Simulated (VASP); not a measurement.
# CaC (Pm-3m) in VASP: reference runs

How does CaC come out in PBE? The cell is run as given and disturbed.

Program: VASP 6.6.1. These are calculated values, not measurements. Logs are shortened: lines on timing, memory, paths and dates and some standing lists are left out, and cuts for length are marked.

### 1 The structure

The structure is cubic, space group Pm-3m (No. 221). Conventional cell: a = 3.120 Å, b = 3.120 Å, c = 3.120 Å, α = 90.00°, β = 90.00°, γ = 90.00°. Ca (site symmetry m-3m) has 8 C at 2.70 Å as nearest neighbours. C (site symmetry m-3m) has 8 Ca at 2.70 Å as nearest neighbours.

The cell was built by a generator and needn't be a form met in nature.

### 2 Single point, PBE

INCAR

```
SYSTEM = CaC
  PREC = Accurate
  ENCUT = 520
  EDIFF = 1E-7
  ISMEAR = -1
  SIGMA = 0.05
  LREAL = .False.
  LASPH = .True.
  NELM = 100
  ALGO = Normal
  ISIF = 2
  LWAVE = .False.
  LCHARG = .False.
  GGA = PE
  NBANDS = 14
```

KPOINTS

```
Automatic mesh
0
Gamma
  9 9 9
  0 0 0
```

POSCAR

```
CaC
1.0
    3.1198700000      0.0000000000      0.0000000000
    0.0000000000      3.1198700000      0.0000000000
    0.0000000000      0.0000000000      3.1198700000
Ca C
1 1
Direct
    0.0000000000      0.0000000000      0.0000000000
    0.5000000000      0.5000000000      0.5000000000
```

Potentials or basis: VASP PAW PBE potentials, release 64 (Ca_sv, C).

On the command line:

```
cat potpaw_PBE.64/Ca_sv/POTCAR potpaw_PBE.64/C/POTCAR > POTCAR
mpirun -np 1 vasp_std > vasp.out
```

OUTCAR:

```text
SYSTEM = CaC
   PREC = Accurate
   ENCUT = 520
   EDIFF = 1E-7
   ISMEAR = -1
   LREAL = .False.
   LASPH = .True.
   NELM = 100
   ISIF = 2
   GGA = PE

 ion  position               nearest neighbor table
   1  0.000  0.000  0.000-
   2  0.500  0.500  0.500-

  LATTYP: Found a simple cubic cell.
 ALAT       =     3.1198700000

  Lattice vectors:

 A1 = (   3.1198700000,   0.0000000000,   0.0000000000)
 A2 = (   0.0000000000,   3.1198700000,   0.0000000000)
 A3 = (   0.0000000000,   0.0000000000,   3.1198700000)

Analysis of symmetry for initial positions (statically):
=====================================================================
 Subroutine PRICEL returns:
 Original cell was already a primitive cell.

 Routine SETGRP: Setting up the symmetry group for a
 simple cubic supercell.

 Subroutine GETGRP returns: Found 48 space group operations
 (whereof 48 operations were pure point group operations)
 out of a pool of 48 trial point group operations.

The static configuration has the point symmetry O_h .

Analysis of symmetry for dynamics (positions and initial velocities):
=====================================================================
 Subroutine PRICEL returns:
 Original cell was already a primitive cell.

 Routine SETGRP: Setting up the symmetry group for a
 simple cubic supercell.

 Subroutine GETGRP returns: Found 48 space group operations
 (whereof 48 operations were pure point group operations)
 out of a pool of 48 trial point group operations.

The dynamic configuration has the point symmetry O_h .

 Subroutine INISYM returns: Found 48 space group operations
 (whereof 48 operations are pure point group operations),
 and found     1 'primitive' translations

----------------------------------------------------------------------------------------

                                     Primitive cell

  volume of cell :      30.3675

  direct lattice vectors                    reciprocal lattice vectors
     3.119870000  0.000000000  0.000000000     0.320526176  0.000000000  0.000000000
     0.000000000  3.119870000  0.000000000     0.000000000  0.320526176  0.000000000
     0.000000000  0.000000000  3.119870000     0.000000000  0.000000000  0.320526176

  length of vectors
     3.119870000  3.119870000  3.119870000     0.320526176  0.320526176  0.320526176

  position of ions in fractional coordinates (direct lattice)
     0.000000000  0.000000000  0.000000000
     0.500000000  0.500000000  0.500000000

  ion indices of the primitive-cell ions
   primitive index   ion index
                 1           1
                 2           2

----------------------------------------------------------------------------------------

 KPOINTS: Automatic mesh

Automatic generation of k-mesh.
 Grid dimensions read from file:
 generate k-points for:    9    9    9

 Generating k-lattice:

  Cartesian coordinates                     Fractional coordinates (reciprocal lattice)
     0.035614020  0.000000000  0.000000000     0.111111111  0.000000000  0.000000000
     0.000000000  0.035614020  0.000000000     0.000000000  0.111111111  0.000000000
     0.000000000  0.000000000  0.035614020     0.000000000  0.000000000  0.111111111

  Length of vectors
     0.035614020  0.035614020  0.035614020

  Shift w.r.t. Gamma in fractional coordinates (k-lattice)
     0.000000000  0.000000000  0.000000000

 Subroutine IBZKPT returns following result:
 ===========================================

 Found     35 irreducible k-points:

 Following reciprocal coordinates:
            Coordinates               Weight
  0.000000  0.000000  0.000000      1.000000
  0.111111  0.000000  0.000000      6.000000
  0.222222  0.000000  0.000000      6.000000
  0.333333  0.000000  0.000000      6.000000
  0.444444  0.000000  0.000000      6.000000
  0.111111  0.111111  0.000000     12.000000
[... 16 lines left out ...]
  0.333333  0.333333  0.111111     24.000000
  0.444444  0.333333  0.111111     48.000000
 [... further k-points ...]
   k-points           NKPTS =     35   k-points in BZ     NKDIM =     35   number of bands    NBANDS=     14
   number of dos      NEDOS =    301   number of ions     NIONS =      2
   total plane-waves  NPLWV =  13824
   dimension x,y,z NGX =    24 NGY =   24 NGZ =   24
   dimension x,y,z NGXF=    48 NGYF=   48 NGZF=   48
   ions per type =               1   1
   NGX,Y,Z   is equivalent  to a cutoff of  12.79, 12.79, 12.79 a.u.
   NGXF,Y,Z  is equivalent  to a cutoff of  25.58, 25.58, 25.58 a.u.
 SYSTEM =  CaC
   PREC   = accura    normal or accurate (medium, high low for compatibility)
   ISTART =      0    job   : 0-new  1-cont  2-samecut
   ICHARG =      2    charge: 1-file 2-atom 10-const
   ISPIN  =      1    spin polarized calculation?
   LNONCOLLINEAR =      F non collinear calculations
   LSORBIT =      F    spin-orbit coupling
   LASPH  =      T    aspherical Exc in radial PAW
   ENCUT  =  520.0 eV  38.22 Ry    6.18 a.u.   5.80  5.80  5.80*2*pi/ulx,y,z
   NELM   =    100;   NELMIN=  2; NELMDL= -5     # of ELM steps
   EDIFF  = 0.1E-06   stopping-criterion for ELM
   LREAL  =      F    real-space projection
   EDIFFG = 0.1E-05   stopping-criterion for IOM
   NSW    =      0    number of steps for IOM
   IBRION =     -1    ionic relax: 0-MD 1-quasi-New 2-CG
   NFREE  =      0    steps in history (QN), initial steepest desc. (CG)
   ISIF   =      2    stress and relaxation
   ISYM   =      2    0-nonsym 1-usesym 2-fastsym
   POTIM  = 0.5000    time-step for ionic-motion
   TEBEG  =    0.0;   TEEND  =   0.0 temperature during run
   PSTRESS=    0.0 pullay stress
   NELECT =      14.0000    total number of electrons
   NUPDOWN=      -1.0000    fix difference up-down
   EMIN   =  10.00;   EMAX   =-10.00  energy-range for DOS
   EFERMI =   0.00;   METHOD = LEGACY
   ISMEAR =    -1;   SIGMA  =   0.05  broadening in eV -4-tet -1-fermi 0-gaus
   EFERMI_NEDOS =   21; number of points for ismear=-14 and -15
   IALGO  =     38    algorithm
   IMIX   =      4    mixing-type and parameters
     AMIX     =   0.40;   BMIX     =  1.00
     AMIX_MAG =   1.60;   BMIX_MAG =  1.00
  volume/ion in A,a.u.               =      15.18       102.47
  Fermi-wavevector in a.u.,A,eV,Ry     =   1.264681  2.389901 21.761405  1.599418
  Thomas-Fermi vector in A             =   2.397974
   LORBIT       =      0    0 simple, 1 ext, 2 COOP (PROOUT), +10 PAW based schemes
   GGA     = PE    functional components
   LHFCALC =     F    Hartree Fock is set to
   AEXX    =    0.0000 exact exchange contribution
   IVDW    =     0    specifies the selected vdW correction
   LEPSILON=     F    determine dielectric tensor
   LRPA    =     F    only Hartree local field effects (RPA)
 non-spin polarized calculation
  energy-cutoff  :      520.00
  volume of cell :       30.37
 maximum number of plane-waves:       831
 NGX is ok and might be reduce to    24
   NGX = 11   NGY = 11   NGZ = 11

 number of electron      14.0000004 magnetization

 Free energy of the ion-electron system (eV)
  ---------------------------------------------------
  ext. energy  EPLUGINS =         0.00000000
  ---------------------------------------------------
  free energy    TOTEN  =        -8.98321453 eV

  energy without entropy =       -8.97501758  energy(sigma->0) =       -8.97911606

 E-fermi :   4.1592     XC(G=0): -10.5201

 val. band max:        4.1255221243   @ k =   0.4444   0.1111   0.1111
 cond. band min:       4.2113880030   @ k =   0.3333   0.1111   0.1111
 fundamental gap:      0.0858658787
 Fermi energy:         4.1592157631

 k-point     1 :       0.0000    0.0000    0.0000
  band No.  band energies     occupation
      1     -35.7196      2.00000
      2     -16.4573      2.00000
      3     -16.4573      2.00000
      4     -16.4573      2.00000
      5      -6.2455      2.00000
      6       5.3406      0.00000
      7       5.3406      0.00000
      8       5.3406      0.00000
      9       6.1472      0.00000
     10       6.1472      0.00000
     11      10.8087      0.00000
     12      11.0530      0.00000
     13      11.0530      0.00000
     14      11.0530      0.00000

 k-point     2 :       0.1111    0.0000    0.0000
  band No.  band energies     occupation
      1     -35.7103      2.00000
      2     -16.5488      2.00000
      3     -16.4490      2.00000
      4     -16.4490      2.00000
      5      -6.0843      2.00000
      6       4.3150      0.08488
      7       5.2595      0.00000
      8       5.2595      0.00000
      9       6.2454      0.00000
     10       6.9873      0.00000
     11      11.0844      0.00000
     12      11.1114      0.00000
     13      11.1114      0.00000
     14      11.2350      0.00000

 k-point     3 :       0.2222    0.0000    0.0000
  band No.  band energies     occupation
      1     -35.6866      2.00000
      2     -16.7732      2.00000
      3     -16.4278      2.00000
      4     -16.4278      2.00000
      5      -5.6470      2.00000
      6       2.8435      2.00000
      7       5.0557      0.00000
      8       5.0557      0.00000
      9       6.5131      0.00000
     10       8.2395      0.00000
     11      11.1656      0.00000
     12      11.2849      0.00000
     13      11.2849      0.00000
     14      12.1110      0.00000

 k-point     4 :       0.3333    0.0000    0.0000
  band No.  band energies     occupation
      1     -35.6594      2.00000
      2     -17.0168      2.00000
      3     -16.4036      2.00000
      4     -16.4036      2.00000
      5      -5.0687      2.00000
      6       1.4949      2.00000
      7       4.8273      0.00000
      8       4.8273      0.00000
      9       6.8592      0.00000
     10       9.7034      0.00000
     11      11.2605      0.00000
     12      11.5315      0.00000
     13      11.5315      0.00000
     14      12.9309      0.00000

 k-point     5 :       0.4444    0.0000    0.0000
  band No.  band energies     occupation
      1     -35.6416      2.00000
      2     -17.1699      2.00000
      3     -16.3877      2.00000
      4     -16.3877      2.00000
      5      -4.6058      2.00000
      6       0.6286      2.00000
      7       4.6805      0.00006
      8       4.6805      0.00006
      9       7.1176      0.00000
     10      10.9090      0.00000
     11      11.3242      0.00000
[... 276 lines left out ...]
 k-point    22 :       0.4444    0.2222    0.1111
  band No.  band energies     occupation
      1     -35.6020      2.00000
      2     -17.0873      2.00000
      3     -16.6521      2.00000
      4     -16.4379      2.00000
      5      -4.4892      2.00000
      6       1.4180      2.00000
      7       3.4681      2.00000
      8       4.8519      0.00000
      9       7.7332      0.00000
     10       9.8115      0.00000
     11      10.0908      0.00000
     12      11.2634      0.00000
     13      11.4819      0.00000
     14      14.6773      0.00000

 k-point    23 :       0.3333    0.3333    0.1111
  band No.  band energies     occupation
      1     -35.5936      2.00000
      2     -16.9154      2.00000
      3     -16.8754      2.00000
      4     -16.4310      2.00000
      5      -4.5532      2.00000
      6       2.2558      2.00000
      7       2.7744      2.00000
      8       4.8474      0.00000
      9       7.7975      0.00000
     10       9.6848      0.00000
     11       9.9593      0.00000
     12      10.9984      0.00000
     13      11.0596      0.00000
     14      14.1624      0.00000

 k-point    24 :       0.4444    0.3333    0.1111
  band No.  band energies     occupation
      1     -35.5767      2.00000
      2     -17.0341      2.00000
      3     -16.8637      2.00000
      4     -16.4153      2.00000
      5      -4.4088      2.00000
      6       1.9584      2.00000
      7       2.7991      2.00000
      8       5.0336      0.00000
      9       7.5988      0.00000
     10       9.6006      0.00000
     11       9.7267      0.00000
     12      10.8698      0.00000
     13      11.5601      0.00000
     14      14.7995      0.00000

 [... further k-points ...]

------------------------ aborting loop because EDIFF is reached ----------------------------------------

  FORCE on cell =-STRESS in cart. coord.  units (eV):
  Direction    XX          YY          ZZ          XY          YZ          ZX
  --------------------------------------------------------------------------------------
  -------------------------------------------------------------------------------------
  Total        0.1234381      0.1234381      0.1234381     -0.0000000     -0.0000000      0.0000000
  in kB        6.5125391      6.5125391      6.5125391     -0.0000000     -0.0000000      0.0000000
  external PRESSURE =       6.5125391 kB  Pullay stress =       0.0000000 kB

 VOLUME and BASIS-vectors are now :
 -----------------------------------------------------------------------------
  energy-cutoff  :      520.00
  volume of cell :       30.37
      direct lattice vectors                 reciprocal lattice vectors
     3.119870000  0.000000000  0.000000000     0.320526176  0.000000000  0.000000000
     0.000000000  3.119870000  0.000000000     0.000000000  0.320526176  0.000000000
     0.000000000  0.000000000  3.119870000     0.000000000  0.000000000  0.320526176

 POSITION                                       TOTAL-FORCE (eV/Angst)
 -----------------------------------------------------------------------------------
      0.00000      0.00000      0.00000         0.000000      0.000000      0.000000
      1.55994      1.55994      1.55994         0.000000      0.000000      0.000000
 -----------------------------------------------------------------------------------
    total drift:                                0.000000      0.000000     -0.000000

  FREE ENERGIE OF THE ION-ELECTRON SYSTEM (eV)
  ---------------------------------------------------
  free  energy   TOTEN  =        -8.9832145343 eV

  energy  without entropy=       -8.9750175767  energy(sigma->0) =       -8.97911606
```

Run time: 6.3 s. Hardware: 1 thread of Intel Xeon Platinum 8375C at 2.90GHz (Ice Lake), shared host; peak memory 0.14 GiB.

Results:

| Property | Result |
| --- | --- |
| Free energy | -8.9832 eV |
| Pressure | 0.7 GPa |
| Band gap on the k mesh | none (metal or under the smearing width) |

Levels at points of the mesh, in eV from the Fermi level:
| k point | band 4 | band 5 | band 6 | band 7 | band 8 | band 9 | band 10 | band 11 |
| --- | --- | --- | --- | --- | --- | --- | --- | --- |
| (0.00, 0.00, 0.00) | -20.62 | -10.40 | 1.18 | 1.18 | 1.18 | 1.99 | 1.99 | 6.65 |

### 3 Single point, PBE (atoms moved at random, drawn with an rms of 0.05 Å)

INCAR

```
ALGO = Normal ; EDIFF = 1E-7
ENCUT = 520 ; GGA = PE
ISIF = 2 ; ISMEAR = -1
LASPH = True ; LCHARG = True
LELF = True ; LREAL = False
LVHAR = True ; LWAVE = False
NBANDS = 14 ; NELM = 100
PREC = Accurate ; SIGMA = 0.05
```

KPOINTS

```
k-points
0
Gamma
  9 9 9
```

POSCAR

```
CaC
1.0
    3.1198700000      0.0000000000      0.0000000000
    0.0000000000      3.1198700000      0.0000000000
    0.0000000000      0.0000000000      3.1198700000
Ca C
1 1
Direct
    0.0030890000     -0.0012490000      0.0000760000
    0.4991120000      0.5021570000      0.4997270000
```

Potentials or basis: VASP PAW PBE potentials, release 64 (Ca_sv, C).

On the command line:

```
cat potpaw_PBE.64/Ca_sv/POTCAR potpaw_PBE.64/C/POTCAR > POTCAR
mpirun -np 1 vasp_std > vasp.out
```

Wall time 50 s (1 thread of Intel Xeon Platinum 8375C at 2.90GHz (Ice Lake), shared host); peak memory 0.27 GiB.

Results (log left out):

* Free energy: -8.9828 eV
* Pressure: 0.7 GPa
* Largest force: 0.053 eV/Å
* Band gap on the k mesh: none (metal or under the smearing width)

Forces on the atoms (eV/Å):
```
Ca  -0.040  0.035 -0.004
C    0.040 -0.035  0.004
```

Levels at points of the mesh, in eV from the Fermi level:
```
           k point  band 4  band 5  band 6  band 7  band 8  band 9  band 10  band 11
(0.00, 0.00, 0.00)  -20.62  -10.40    1.18    1.18    1.18    1.99     1.99     6.65
```
